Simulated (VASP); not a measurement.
Consider the following.

```yaml
crystal:
  lattice:
    - [0.00000, 2.75000, 2.75000]
    - [2.75000, 0.00000, 2.75000]
    - [2.75000, 2.75000, 0.00000]
  atoms:
    - { symbol: Li, position: [0.00000, 0.00000, 0.00000] }
    - { symbol: Br, position: [0.50000, 0.50000, 0.50000] }
```

These are G0W0 on PBE orbitals, VASP's PBE PAW potentials (set 64) (plane waves; VASP) values and carry that method's errors. Run with PREC = Normal, 500 eV cut-off, 4×4×4 Γ-centred mesh, Gaussian smearing of 0.010 eV, potentials Li_sv_GW Br_GW.

The mesh is coarse and the basis finite, so the quasiparticle values are not converged.

NBANDS = 160, ENCUTGW = 200 eV, NOMEGA = 64. The PBE levels (eV) that the step starts from are:

```
state                           KS energy  filling
------------------------------  ---------  -------
k1 (0.00, 0.00, 0.00), band 2      -13.33        2
k1 (0.00, 0.00, 0.00), band 3        0.11        2
k1 (0.00, 0.00, 0.00), band 4        0.11        2
k1 (0.00, 0.00, 0.00), band 5        0.11        2
k1 (0.00, 0.00, 0.00), band 6        5.03        0
k1 (0.00, 0.00, 0.00), band 7       10.60        0
k1 (0.00, 0.00, 0.00), band 8       10.60        0
k1 (0.00, 0.00, 0.00), band 9       10.60        0
k5 (0.50, 0.25, 0.00), band 2      -12.76        2
k5 (0.50, 0.25, 0.00), band 3       -2.43        2
k5 (0.50, 0.25, 0.00), band 4       -1.23        2
k5 (0.50, 0.25, 0.00), band 5       -0.64        2
k5 (0.50, 0.25, 0.00), band 6        6.90        0
k5 (0.50, 0.25, 0.00), band 7        8.48        0
k5 (0.50, 0.25, 0.00), band 8        9.86        0
k5 (0.50, 0.25, 0.00), band 9        9.94        0
k6 (-0.25, 0.25, 0.00), band 2     -12.85        2
k6 (-0.25, 0.25, 0.00), band 3      -2.08        2
k6 (-0.25, 0.25, 0.00), band 4      -1.37        2
k6 (-0.25, 0.25, 0.00), band 5      -0.18        2
k6 (-0.25, 0.25, 0.00), band 6       7.03        0
k6 (-0.25, 0.25, 0.00), band 7       8.86        0
k6 (-0.25, 0.25, 0.00), band 8       9.29        0
k6 (-0.25, 0.25, 0.00), band 9       9.40        0
```

### Question
Give the quasiparticle energies and renormalisation factors Z.

### Answer

| state | QP energy (eV) | Z |
|---|---|---|
| k1 (0.00, 0.00, 0.00), band 2 | -14.97 | 0.75 |
| k1 (0.00, 0.00, 0.00), band 3 | -1.55 | 0.79 |
| k1 (0.00, 0.00, 0.00), band 4 | -1.55 | 0.79 |
| k1 (0.00, 0.00, 0.00), band 5 | -1.55 | 0.79 |
| k1 (0.00, 0.00, 0.00), band 6 | 5.65 | 0.82 |
| k1 (0.00, 0.00, 0.00), band 7 | 11.31 | 0.81 |
| k1 (0.00, 0.00, 0.00), band 8 | 11.31 | 0.81 |
| k1 (0.00, 0.00, 0.00), band 9 | 11.31 | 0.81 |
| k5 (0.50, 0.25, 0.00), band 2 | -14.32 | 0.77 |
| k5 (0.50, 0.25, 0.00), band 3 | -4.30 | 0.78 |
| k5 (0.50, 0.25, 0.00), band 4 | -2.99 | 0.79 |
| k5 (0.50, 0.25, 0.00), band 5 | -2.36 | 0.79 |
| k5 (0.50, 0.25, 0.00), band 6 | 7.56 | 0.82 |
| k5 (0.50, 0.25, 0.00), band 7 | 9.20 | 0.81 |
| k5 (0.50, 0.25, 0.00), band 8 | 10.56 | 0.80 |
| k5 (0.50, 0.25, 0.00), band 9 | 10.77 | 0.81 |
| k6 (-0.25, 0.25, 0.00), band 2 | -14.43 | 0.76 |
| k6 (-0.25, 0.25, 0.00), band 3 | -3.93 | 0.78 |
| k6 (-0.25, 0.25, 0.00), band 4 | -3.14 | 0.78 |
| k6 (-0.25, 0.25, 0.00), band 5 | -1.86 | 0.79 |
| k6 (-0.25, 0.25, 0.00), band 6 | 7.72 | 0.82 |
| k6 (-0.25, 0.25, 0.00), band 7 | 9.69 | 0.81 |
| k6 (-0.25, 0.25, 0.00), band 8 | 9.97 | 0.81 |
| k6 (-0.25, 0.25, 0.00), band 9 | 10.20 | 0.80 |
On the mesh the gap opens from 4.92 to 7.19 eV.

The compound is LiBr in the rock salt structure. The cell was not relaxed at this level. The k-mesh is coarse (spacing up to 0.49 per Å, 2π included), so the numbers may not be converged in it.
